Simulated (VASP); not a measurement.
Method: PBE GGA, VASP's PBE PAW potentials (set 64) (plane waves; VASP).

The input files of a VASP run:

**INCAR**
```
NELM = 100   ! most electronic steps
EDIFF = 1E-6
LMAXMIX = 4   ! l cut-off of mixed one-centre charges
LASPH = .True.
LWAVE = .False.
SYSTEM = Pd
GGA = PE
LCHARG = .False.
LREAL = .False.
ALGO = Normal   ! blocked Davidson
ISIF = 2   ! forces and stress, cell fixed
ENCUT = 300
PREC = Accurate
ISMEAR = 0   ! Gaussian
SIGMA = 0.05   ! width (eV)
```

### KPOINTS
```
Automatic mesh
0
Gamma
3 3 4
0 0 0
```

**POSCAR**
```
Pd
1
    4.3616640000     0.0000000000     0.0000000000
   -2.1808320000     3.7773120000     0.0000000000
    0.0000000000     0.0000000000     2.6528350000
Pd
3
Direct
  0.0000000000   0.0000000000   0.0000000000
  0.3333330000   0.6666670000   0.5000000000
  0.6666670000   0.3333330000   0.5000000000
```

POTCAR, in this order: Pd (PBE.64 set). Program: vasp_std.

Output of the run:

File OSZICAR:
```
       N       E                     dE             d eps       ncg     rms          rms(c)
DAV:   1     0.125105786066E+03    0.12511E+03   -0.11092E+04   350   0.972E+02
DAV:   2    -0.131313302716E+02   -0.13824E+03   -0.12974E+03   376   0.257E+02
DAV:   3    -0.162775260156E+02   -0.31462E+01   -0.30945E+01   363   0.412E+01
DAV:   4    -0.163027770315E+02   -0.25251E-01   -0.25231E-01   372   0.362E+00
DAV:   5    -0.163031384157E+02   -0.36138E-03   -0.36137E-03   372   0.482E-01    0.141E+01
DAV:   6    -0.157471266098E+02    0.55601E+00   -0.34489E+00   348   0.183E+01    0.878E+00
DAV:   7    -0.158631069404E+02   -0.11598E+00   -0.46387E+00   362   0.215E+01    0.699E+00
DAV:   8    -0.155065259612E+02    0.35658E+00   -0.74870E-01   362   0.128E+01    0.270E+00
DAV:   9    -0.155009285688E+02    0.55974E-02   -0.24125E-01   379   0.381E+00    0.172E+00
DAV:  10    -0.154922254856E+02    0.87031E-02   -0.11601E-01   351   0.368E+00    0.840E-01
DAV:  11    -0.154873345993E+02    0.48909E-02   -0.41912E-03   357   0.986E-01    0.258E-01
DAV:  12    -0.154870465080E+02    0.28809E-03   -0.20047E-03   354   0.497E-01    0.138E-01
DAV:  13    -0.154869164526E+02    0.13006E-03   -0.17490E-04   369   0.184E-01    0.279E-02
DAV:  14    -0.154869123060E+02    0.41465E-05   -0.90045E-06   400   0.252E-02    0.126E-02
DAV:  15    -0.154869120649E+02    0.24111E-06   -0.18527E-06   200   0.185E-02
   1 F= -.15486912E+02 E0= -.15479513E+02  d E =-.147979E-01
```

File OUTCAR:
```
------------------------ aborting loop because EDIFF is reached ----------------------------------------
  FORCE on cell =-STRESS in cart. coord.  units (eV):
  Direction    XX          YY          ZZ          XY          YZ          ZX
  --------------------------------------------------------------------------------------
  Total        4.5249787      4.5249791      0.7021830      0.0000000     -0.0000000      0.0000000
  in kB      165.8753369    165.8753521     25.7404188      0.0000000     -0.0000000      0.0000000
  external PRESSURE =     119.1637026 kB  Pullay stress =       0.0000000 kB
  volume of cell :       43.71
      direct lattice vectors                 reciprocal lattice vectors
     4.361664000  0.000000000  0.000000000     0.229270297  0.132369262  0.000000000
    -2.180832000  3.777312000  0.000000000     0.000000000  0.264738523  0.000000000
     0.000000000  0.000000000  2.652835000     0.000000000  0.000000000  0.376955220
 POSITION                                       TOTAL-FORCE (eV/Angst)
 -----------------------------------------------------------------------------------
      0.00000      0.00000      0.00000        -0.000000      0.000000      0.000000
     -0.00000      2.51821      1.32642         0.000000      0.000000      0.000000
      2.18083      1.25910      1.32642        -0.000000      0.000000      0.000000
 -----------------------------------------------------------------------------------
    total drift:                                0.000000      0.000000      0.000000
  FREE ENERGIE OF THE ION-ELECTRON SYSTEM (eV)
  ---------------------------------------------------
  free  energy   TOTEN  =       -15.4869120649 eV

  energy  without entropy=      -15.4721141477  energy(sigma->0) =      -15.47951311
```
(Selected blocks of OUTCAR.)

At this cut-off the stress carries a Pulay error, which pulls relaxed volumes low.

The structure was generated: Pd was put into an ordered model structure, which need not be its known phase. The cell was not relaxed at this level. The k-mesh is coarse (spacing up to 0.59 per Å, 2π included), so the numbers may not be converged in it. The run is one of a series of settings (KPOINTS 3×3×4 Γ-centred mesh against the base run), some of them coarse on purpose.
